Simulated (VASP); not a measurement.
An input for Quantum ESPRESSO's pw.x (written as the equivalent of a VASP run, and not itself run):

```
&CONTROL
  calculation = 'scf'
  pseudo_dir = './pseudo'
  outdir = './out'
  tprnfor = .true.
  tstress = .true.
/
&SYSTEM
  ibrav = 0
  nat = 2
  ntyp = 2
  ecutwfc = 84
  occupations = 'smearing'
  smearing = 'gaussian'
  degauss = 0.003675
  input_dft = 'revpbe'
/
&ELECTRONS
  conv_thr = 7.3e-09
  electron_maxstep = 100
/
ATOMIC_SPECIES
  Ga 69.723 Ga.upf
  N 14.007 N.upf
CELL_PARAMETERS angstrom
     0.0000000    2.2397831    2.2397831
     2.2397831    0.0000000    2.2397831
     2.2397831    2.2397831    0.0000000
ATOMIC_POSITIONS crystal
  Ga   0.0000000  0.0000000  0.0000000
  N    0.2500000  0.2500000  0.2500000
K_POINTS automatic
  10 10 10 0 0 0
```

Write the VASP files for the same calculation (revPBE).

One answer among several that fit: 
INCAR:
```
SYSTEM = GaN
PREC = Accurate
ENCUT = 520
EDIFF = 1E-7
NELM = 100
ALGO = Normal
LREAL = .FALSE.
LASPH = .TRUE.
ISMEAR = 0
SIGMA = 0.05
GGA = RE
LMAXMIX = 4
LWAVE = .FALSE.
LCHARG = .FALSE.
ISIF = 2
```

File KPOINTS:
```
Automatic
0
G
10 10 10
0 0 0
```

POSCAR:
```
GaN
1
    0.0000000000     2.2397830590     2.2397830590
    2.2397830590     0.0000000000     2.2397830590
    2.2397830590     2.2397830590     0.0000000000
Ga N
1 1
Direct
  0.0000000000   0.0000000000   0.0000000000
  0.2500000000   0.2500000000   0.2500000000
```

POTCAR, in this order: Ga_d N (PBE.64 set). Program: vasp_std.

Limits of the translation: the potentials are each code's own (VASP's PAW set, PseudoDojo norm-conserving files in pw.x), so ENCUT and ecutwfc are chosen apart and not converted; conv_thr bounds pw.x's estimated SCF error, while EDIFF bounds the energy change between steps.

The compound is GaN in the zinc blende structure, a metastable form; wurtzite is the usual one. This cell is one point of a volume scan, at 0.94 of the reference volume.
